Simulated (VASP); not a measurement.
Consider the following.

```
CELL_PARAMETERS angstrom
      1.84174    -7.43557     0.00000
      1.84174     7.43557     0.00000
      0.00000     0.00000     3.67325
ATOMIC_POSITIONS crystal
  Zr 0.89409 0.10591 0.75000
  Zr 0.10591 0.89409 0.25000
  Si 0.44854 0.55146 0.25000
  Si 0.55146 0.44854 0.75000
  Si 0.25025 0.74975 0.75000
  Si 0.74975 0.25025 0.25000
```

These are PBE GGA, VASP's PBE PAW potentials (set 64) (plane waves; VASP 6.6.1) values and carry that method's errors. Settings: 300 eV cut-off, 7×7×7 Γ-centred mesh, Gaussian smearing of 0.10 eV, potentials Zr_sv Si.

At this cut-off the stress carries a Pulay error, which pulls relaxed volumes low.

Question: Which forces act on the atoms, in eV/Å?

Answer: 
```
atom     Fx      Fy     Fz
----  -----  ------  -----
Zr1   0.000  -0.023  0.000
Zr2   0.000   0.023  0.000
Si3   0.000   0.183  0.000
Si4   0.000  -0.183  0.000
Si5   0.000   0.022  0.000
Si6   0.000  -0.022  0.000
```

Question: Give the stress tensor in GPa (positive for a compressed cell).

Answer: 
```
0.57  0.00  0.00
0.00  0.06  0.00
0.00  0.00  0.43
```
The pressure is its mean diagonal, 0.35 GPa.

The structure comes from a computed database's ZrSi2 entry (Cmcm), a phase known from measurement. The cell was not relaxed at this level.
